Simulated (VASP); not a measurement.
# CaSi2Sb2: band structure with revPBE

Crystal: CaSi2Sb2.

```
Ca Si Sb
1.0
     4.99739    0.00000    0.00000
    -2.49870    4.32787    0.00000
     0.00000    0.00000    5.86169
Ca Si Sb
1 2 2
Direct
  0.00000 0.00000 0.00000
  0.33333 0.66667 0.25648
  0.66667 0.33333 0.74352
  0.33333 0.66667 0.72240
  0.66667 0.33333 0.27760
```

The cell was built by a generator and needn't be a form met in nature.

```json
{
  "Program": "VASP 6.6.1",
  "Task": "band structure",
  "Functional": "revPBE",
  "Potentials or basis": "VASP PAW PBE potentials, release 64 (Ca_sv, Si, Sb)",
  "Cutoff": "520 eV",
  "k mesh": "5 × 5 × 4",
  "Occupations": "fermi-dirac, width 0.05 eV",
  "Spin": "no spin polarisation",
  "Further INCAR settings": "ALGO = Fast; EDIFF = 1e-07; NBANDS = 22"
}
```

* Band gap along the path: none (metal or under the smearing width)

Levels at the corners of the path, in eV from the Fermi level:
| point | band 12 | band 13 | band 14 | band 15 | band 16 | band 17 |
| --- | --- | --- | --- | --- | --- | --- |
| Γ | -1.53 | -1.42 | -1.42 | -0.35 | -0.35 | 0.57 |
| M | -3.07 | -2.47 | 0.05 | 1.41 | 2.01 | 2.14 |
| M | -3.07 | -2.47 | 0.05 | 1.41 | 2.01 | 2.14 |
| K | -2.78 | -0.54 | -0.54 | 1.15 | 1.72 | 1.72 |
| K | -2.78 | -0.54 | -0.54 | 1.15 | 1.72 | 1.72 |
| Γ | -1.53 | -1.42 | -1.42 | -0.35 | -0.35 | 0.57 |
| Γ | -1.53 | -1.42 | -1.42 | -0.35 | -0.35 | 0.57 |
| A | -3.01 | -1.85 | -1.13 | -0.44 | -0.44 | 0.70 |
| A | -3.01 | -1.85 | -1.13 | -0.44 | -0.44 | 0.70 |
| L | -2.01 | -1.24 | 0.18 | 0.42 | 1.05 | 1.74 |
| L | -2.01 | -1.24 | 0.18 | 0.42 | 1.05 | 1.74 |
| H | -1.05 | -0.02 | -0.02 | 0.77 | 0.77 | 1.33 |
| H | -1.05 | -0.02 | -0.02 | 0.77 | 0.77 | 1.33 |
| A | -3.01 | -1.85 | -1.13 | -0.44 | -0.44 | 0.70 |
| L | -2.01 | -1.24 | 0.18 | 0.42 | 1.05 | 1.74 |
| M | -3.07 | -2.47 | 0.05 | 1.41 | 2.01 | 2.14 |
| K | -2.78 | -0.54 | -0.54 | 1.15 | 1.72 | 1.72 |
| H | -1.05 | -0.02 | -0.02 | 0.77 | 0.77 | 1.33 |

Wall time 8 min on 1 thread of Intel(R) Xeon(R) 6975P-C (Granite Rapids), on a shared host, peak memory 0.63 GiB.

Caveat: the log is that of the step along the path at fixed density, whose energy, stress, charges and moments have no meaning; spin-orbit coupling is left out, which moves the levels of the heavy elements.
